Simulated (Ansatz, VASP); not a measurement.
# FePt (Tetraferroplatinum): VASP beside Ansatz, part 2 of 2

One calculation is typed for both programs; each brings its own data sets and cutoff. How far apart do they land? The cell is taken from a series of VASP runs on this material, whose earlier steps may have relaxed, scaled or displaced it; both programs get it as it stands. Other levels of theory on this material are compared in a session of their own.

VASP 6.6.1 and Ansatz 0.2.0.

So far: Starting point; Ansatz: band structure, PBEsol.

### Step 3. VASP: band structure, PBEsol

Level of this step: PBEsol, spin-polarised from a ferromagnetic start; plane waves and PAW (Fe, Pt) (VASP).

The same cell, functional, mesh and smearing now go to VASP, with its own data sets and cutoff.

Lines of VASP's logs that name or quote its potential files are left out, and so is its time.

Contents of INCAR:

```
SYSTEM = FePt
PREC = Accurate
ENCUT = 400
EDIFF = 1E-06
NELM = 100
ISMEAR = 1
SIGMA = 0.2
LREAL = .FALSE.
ALGO = Normal
GGA = PS
NBANDS = 24
ISPIN = 2
MAGMOM = 2.807 0.257
LASPH = .TRUE.
LMAXMIX = 4
LORBIT = 11
LWAVE = .FALSE.
LCHARG = .FALSE.
KPAR = 4
```

Contents of POSCAR:

```
FePt
1.0
    2.6747337513      0.0000000000      0.0000000000
    0.0000000000      2.6747337513      0.0000000000
    0.0000000000      0.0000000000      3.7373276140
Fe Pt
1 1
Direct
    0.0000000000      0.0000000000      0.0000000000
    0.5000000000      0.5000000000      0.5000000000
```

Contents of KPOINTS:

```
Automatic mesh
0
Gamma
7 7 5
0 0 0
```

Contents of KPOINTS_OPT:

```
Line mode
16
Line-mode
Reciprocal
  0.00000000   0.00000000   0.00000000 GAMMA
  0.00000000   0.50000000   0.00000000 X

  0.00000000   0.50000000   0.00000000 X
  0.50000000   0.50000000   0.00000000 M

  0.50000000   0.50000000   0.00000000 M
  0.00000000   0.00000000   0.00000000 GAMMA

  0.00000000   0.00000000   0.00000000 GAMMA
  0.00000000   0.00000000   0.50000000 Z

  0.00000000   0.00000000   0.50000000 Z
  0.00000000   0.50000000   0.50000000 R

  0.00000000   0.50000000   0.50000000 R
  0.50000000   0.50000000   0.50000000 A

  0.50000000   0.50000000   0.50000000 A
  0.00000000   0.00000000   0.50000000 Z

  0.00000000   0.50000000   0.00000000 X
  0.00000000   0.50000000   0.50000000 R

  0.50000000   0.50000000   0.00000000 M
  0.50000000   0.50000000   0.50000000 A
```

Potentials, in the order of the species: Fe and Pt (PBE family, release 64).

On the command line:

```
$ mpirun -np 4 vasp_std
```

Numbers of over 12 decimals in the logs are rounded to 6 here.

The program printed:

```text
[banner, memory and clock lines left out]
running    4 mpi-ranks, on    1 nodes
 distrk:  each k-point on    1 cores,    4 groups
 distr:  one band on    1 cores,    1 groups

 POSCAR found type information on POSCAR FePt
 POSCAR found :  2 types and       2 ions
|                                                                             |
|               ----> ADVICE to this user running VASP <----                  |
|                                                                             |
|     You enforced a specific xc type in the INCAR file but a different       |
|     [... a line on the potential file left out ...]
|     I HOPE YOU KNOW WHAT YOU ARE DOING!                                     |
|                                                                             |

 LDA part: xc-table for (Slater+PW92), standard interpolation
 POSCAR, INCAR and KPOINTS ok, starting setup
 FFT: planning ... GRIDC
 FFT: planning ... GRID_SOFT
 FFT: planning ... GRID
 WAVECAR not read
 entering main loop
       N       E                     dE             d eps       ncg     rms          rms(c)
DAV:   1     0.758770289481E+02    0.75877E+02   -0.68660E+03  3168   0.679E+02
DAV:   2    -0.146237456351E+02   -0.90501E+02   -0.79995E+02  3184   0.172E+02
DAV:   3    -0.178957379187E+02   -0.32720E+01   -0.31935E+01  3456   0.358E+01
DAV:   4    -0.179305849500E+02   -0.34847E-01   -0.34825E-01  3616   0.326E+00
DAV:   5    -0.179314852284E+02   -0.90028E-03   -0.90026E-03  3696   0.559E-01    0.183E+01
DAV:   6    -0.191952243582E+02   -0.12637E+01   -0.87449E+00  3480   0.529E+01    0.241E+01
DAV:   7    -0.164417612760E+02    0.27535E+01   -0.79421E+00  3968   0.524E+01    0.889E+00
DAV:   8    -0.163266094544E+02    0.11515E+00   -0.33869E-01  4280   0.653E+00    0.435E+00
DAV:   9    -0.162794027528E+02    0.47207E-01   -0.98053E-02  4240   0.467E+00    0.166E+00
DAV:  10    -0.162723744151E+02    0.70283E-02   -0.12796E-02  4688   0.149E+00    0.754E-01
DAV:  11    -0.162716233992E+02    0.75102E-03   -0.19952E-03  4384   0.551E-01    0.345E-01
DAV:  12    -0.162717486394E+02   -0.12524E-03   -0.43612E-04  3824   0.261E-01    0.824E-02
DAV:  13    -0.162717657402E+02   -0.17101E-04   -0.38612E-05  4536   0.695E-02    0.346E-02
DAV:  14    -0.162717590361E+02    0.67041E-05   -0.53854E-06  3944   0.313E-02    0.125E-02
DAV:  15    -0.162717587563E+02    0.27976E-06   -0.11435E-06  2600   0.162E-02
   1 F= -.16271759E+02 E0= -.16272821E+02  d E =0.318685E-02  mag=     3.0945
 Start KPOINTS_OPT (optional k-point list driver)
k-point batch [1-30\144]
       N       E                     dE             ncg
DAV:   1     0.592084349131E+04   -0.85381E+04     3144
DAV:   2     0.320110722990E+04   -0.27197E+04     3160
DAV:   3     0.309400056277E+04   -0.10711E+03     3568
DAV:   4     0.309276914941E+04   -0.12314E+01     3560
DAV:   5     0.309273912290E+04   -0.30027E-01     3688
DAV:   6     0.309273799854E+04   -0.11244E-02     3720
DAV:   7     0.309273795809E+04   -0.40446E-04     3576
DAV:   8     0.309273795639E+04   -0.17017E-05     2688
DAV:   9     0.309273795620E+04   -0.18530E-06     2656
[...]
k-point batch [121-144\144]
       N       E                     dE             ncg
DAV:   1     0.883750395362E+04   -0.13972E+05     2488
DAV:   2     0.666369493987E+04   -0.21738E+04     2600
DAV:   3     0.658147816848E+04   -0.82217E+02     2824
DAV:   4     0.658052811584E+04   -0.95005E+00     2848
DAV:   5     0.658050279162E+04   -0.25324E-01     2872
DAV:   6     0.658050182590E+04   -0.96572E-03     2984
DAV:   7     0.658050179238E+04   -0.33526E-04     2792
DAV:   8     0.658050179085E+04   -0.15289E-05     2208
DAV:   9     0.658050179073E+04   -0.11365E-06     2000
```

From OUTCAR (step 3):

```text
ion  position               nearest neighbor table
   1  0.000  0.000  0.000-   2 2.66   2 2.66   2 2.66   2 2.66   2 2.66   2 2.66   2 2.66   2 2.66

  LATTYP: Found a simple tetragonal cell.
 ALAT       =     2.6747337513
 C/A-ratio  =     1.3972708918

 Subroutine GETGRP returns: Found 16 space group operations
 (whereof 16 operations were pure point group operations)

The static configuration has the point symmetry D_4h.

 Found     30 irreducible k-points:

   k-points           NKPTS =     30   k-points in BZ     NKDIM =     30   number of bands    NBANDS=     24

   dimension x,y,z NGX =    18 NGY =   18 NGZ =   24
   dimension x,y,z NGXF=    36 NGYF=   36 NGZF=   48

   ENCUT  =  400.0 eV  29.40 Ry    5.42 a.u.   4.36  4.36  6.09*2*pi/ulx,y,z

   NELECT =      18.0000    total number of electrons

 k-points in reciprocal lattice and weights: Automatic mesh
   0.00000000  0.00000000  0.00000000       0.004
   0.14285714  0.00000000  0.00000000       0.016
   0.28571429  0.00000000  0.00000000       0.016
   0.42857143  0.00000000  0.00000000       0.016
   0.14285714  0.14285714  0.00000000       0.016
   0.28571429  0.14285714  0.00000000       0.033
   0.42857143  0.14285714  0.00000000       0.033
   0.28571429  0.28571429  0.00000000       0.016
   0.42857143  0.28571429  0.00000000       0.033
[...]
0.42857143  0.28571429  0.40000000       0.065
   0.42857143  0.42857143  0.40000000       0.033

 average (electrostatic) potential at core
       1 -40.2816       2 -65.1047

 E-fermi :   8.9632

 spin component 1
 k-point     1 :       0.0000    0.0000    0.0000
  band No.  band energies     occupation
    ...
      7       7.0465      1.00000
      8       7.0972      1.00000
      9       8.5519      1.00664
     10       8.7008      1.03442
     11       8.7008      1.03442
     12      10.8955     -0.00000
     13      18.6887      0.00000
     14      21.0989      0.00000
     15      21.0989      0.00000
     16      26.1875      0.00000
    ...

 k-point     2 :       0.1429    0.0000    0.0000
  band No.  band energies     occupation
    ...
      7       6.9049      1.00000
      8       7.1272      1.00000
      9       7.3499      1.00000
     10       8.0776      1.00000
     11       8.5586      1.00742
     12      12.7851     -0.00000
     13      17.9896      0.00000
     14      19.2380      0.00000
     15      22.0957      0.00000
     16      26.6394      0.00000
    ...

 k-point     3 :       0.2857    0.0000    0.0000
  band No.  band energies     occupation
    ...
      7       6.1455      1.00000
      8       6.5805      1.00000
      9       7.1876      1.00000
     10       7.6386      1.00000
     11       8.1522      1.00000
     12      14.6433      0.00000
     13      15.7304      0.00000
     14      18.8420      0.00000
     15      24.2806      0.00000
     16      24.5656      0.00000
    ...

 k-point     4 :       0.4286    0.0000    0.0000
  band No.  band energies     occupation
    ...
      7       6.2638      1.00000
      8       6.6501      1.00000
      9       6.7610      1.00000
     10       7.5654      1.00000
     11       8.9536      0.54028
     12      11.8623     -0.00000
     13      18.7291      0.00000
     14      19.1849      0.00000
     15      22.0059      0.00000
     16      23.2442      0.00000
    ...

 k-point     5 :       0.1429    0.1429    0.0000
  band No.  band energies     occupation
    ...
      7       6.5667      1.00000
      8       6.5936      1.00000
      9       7.2442      1.00000
     10       7.6505      1.00000
     11       8.6573      1.02632
     12      13.9222      0.00000
     13      18.1411      0.00000
     14      19.1389      0.00000
     15      20.1149      0.00000
     16      27.2241      0.00000
    ...

 k-point     6 :       0.2857    0.1429    0.0000
  band No.  band energies     occupation
    ...
      7       6.5417      1.00000
      8       6.8171      1.00000
      9       7.0024      1.00000
     10       7.6369      1.00000
     11       8.4280      1.00051
     12      15.2412      0.00000
     13      16.3891      0.00000
     14      18.7379      0.00000
     15      21.3481      0.00000
     16      25.6589      0.00000
    ...

  Total       -0.0143728     -0.0143728      0.0080672      0.0000000      0.0000000     -0.0000000
  in kB       -0.8612509     -0.8612509      0.4834026      0.0000000      0.0000000     -0.0000000
  external PRESSURE =      -0.4130331 kB  Pullay stress =       0.0000000 kB

  energy-cutoff  :      400.00
  volume of cell :       26.74
      direct lattice vectors                 reciprocal lattice vectors
     2.674733751  0.000000000  0.000000000     0.373868988  0.000000000  0.000000000
     0.000000000  2.674733751  0.000000000     0.000000000  0.373868988  0.000000000
     0.000000000  0.000000000  3.737327614     0.000000000  0.000000000  0.267570870

 POSITION                                       TOTAL-FORCE (eV/Angst)
 -----------------------------------------------------------------------------------
      0.00000      0.00000      0.00000         0.000000      0.000000      0.000000
      1.33737      1.33737      1.86866         0.000000      0.000000      0.000000
 -----------------------------------------------------------------------------------
    total drift:                                0.000000     -0.000000     -0.000000

  FREE ENERGIE OF THE ION-ELECTRON SYSTEM (eV)
  ---------------------------------------------------
  free  energy   TOTEN  =       -16.2717587563 eV

  energy  without entropy=      -16.2749456039  energy(sigma->0) =      -16.27282104

 total charge
# of ion       s       p       d       tot
------------------------------------------
    1        0.421   0.477   6.161   7.059
    2        0.726   0.707   8.063   9.495
--------------------------------------------------
tot          1.147   1.183  14.224  16.554

 magnetization (x)
# of ion       s       p       d       tot
------------------------------------------
    1        0.001  -0.009   2.815   2.807
    2       -0.026  -0.074   0.357   0.257
--------------------------------------------------
tot         -0.025  -0.083   3.172   3.064

[... 6 further parts left out ...]
```

The run ends at a pressure of -0.04 GPa.

### Step 4. Comparison

Known differences besides the potentials themselves: the data sets hold 34 valence electrons in Ansatz (default PAW (the set named soft_2) files) and 18 in VASP; the cutoff is 420 eV in Ansatz and 400 eV in VASP; Ansatz makes its cores anew for this functional, VASP keeps those of its PBE data sets; site moments are counted in spheres of each program's own size. Total energies have different zeros and are not compared.

Both answers:

```tsv
quantity	Ansatz	VASP	difference
pressure (GPa)	0.41	-0.04	+0.46
pressure without Ansatz's Pulay correction (GPa)	0.34	-0.04	+0.38
total moment (μB)	3.10	3.09	0.00
moment on Fe1 (μB)	2.84	2.81	+0.03
moment on Pt2 (μB)	0.32	0.26	+0.06
```

Ansatz's pressure holds a Pulay correction of 0.08 GPa; VASP's holds none.

### Step 5. Outcome

* difference in total moment (band structure, PBEsol): 0.0026 μB

What this shows: The difference in total moment is 0.0026 μB (band structure, PBEsol). 5 further runs of this series are not shown here. How closely two codes agree says nothing of how well the functional describes the real material.

[Lines on the potential files, build, host, timing and source positions are cut from VASP's logs without a mark.]

[Logs are printed without paths, hosts, clocks, repeated set-up lines and the standing remarks that a program may print on its own settings, such as how far it seeks lower states.]

[Hosts, paths, dates, database ids (printed as entryN), source tags and the programs' standing remarks are cut or masked in the printed files.]
